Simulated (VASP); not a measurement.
All values below come from LDA (Ceperley-Alder, Perdew-Zunger), VASP's LDA PAW potentials (set 64) (plane waves; VASP).

The input files of a VASP run:

POSCAR:
```
Nb3Pb
1
    5.3330000000     0.0000000000     0.0000000000
    0.0000000000     5.3330000000     0.0000000000
    0.0000000000     0.0000000000     5.3330000000
Pb Nb
2 6
Direct
  0.0000000000   0.0000000000   0.0000000000
  0.5000000000   0.5000000000   0.5000000000
  0.2500000000   0.0000000000   0.5000000000
  0.5000000000   0.7500000000   0.0000000000
  0.7500000000   0.0000000000   0.5000000000
  0.5000000000   0.2500000000   0.0000000000
  0.0000000000   0.5000000000   0.7500000000
  0.0000000000   0.5000000000   0.2500000000
```

**INCAR**
```
SYSTEM = Nb3Pb
PREC = Accurate; ENCUT = 300; LREAL = .FALSE.
LASPH = .TRUE.
EDIFF = 1E-6; NELM = 100; ALGO = Normal
LMAXMIX = 4
ISMEAR = -1; SIGMA = 0.136
ISIF = 2
LWAVE = .FALSE.; LCHARG = .FALSE.
```

**KPOINTS**
```
Regular mesh
0
gamma
 4 4 4
0 0 0
```

POTCAR, in this order: Pb_d Nb_sv (LDA.64 set). Program: vasp_std.

At this cut-off the stress carries a Pulay error, which pulls relaxed volumes low. Unless said otherwise, spin-orbit coupling is left out, though it shifts the bands of the heavy elements here.

Problem. What does the run give for the energy per atom (σ→0), pressure, band gap (on the k-mesh)?

Solution. 
```yaml
energy per atom (σ→0): -9.441 eV/atom
band gap (on the k-mesh): none (metal, semimetal or under 0.01 eV)
pressure: -6.83 GPa
```

OSZICAR:
```
...
DAV:   7    -0.758118833294E+02    0.38260E+00   -0.19058E+00  2000   0.682E+00    0.204E+00
DAV:   8    -0.757913355746E+02    0.20548E-01   -0.17441E-01  2008   0.211E+00    0.752E-01
DAV:   9    -0.757890912596E+02    0.22443E-02   -0.26868E-02  1888   0.811E-01    0.256E-01
DAV:  10    -0.757889741070E+02    0.11715E-03   -0.42738E-03  1960   0.355E-01    0.368E-02
DAV:  11    -0.757889952745E+02   -0.21167E-04   -0.46976E-04  2256   0.102E-01    0.180E-02
DAV:  12    -0.757889946365E+02    0.63801E-06   -0.56765E-05  1920   0.299E-02    0.326E-03
DAV:  13    -0.757889950293E+02   -0.39286E-06   -0.63371E-06  1232   0.918E-03
   1 F= -.75788995E+02 E0= -.75531749E+02  d E =-.514491E+00
```

The structure comes from a measured Nb3Pb entry (Pm-3n) of the Crystallography Open Database, whose conditions weren't checked. The cell was not relaxed at this level.
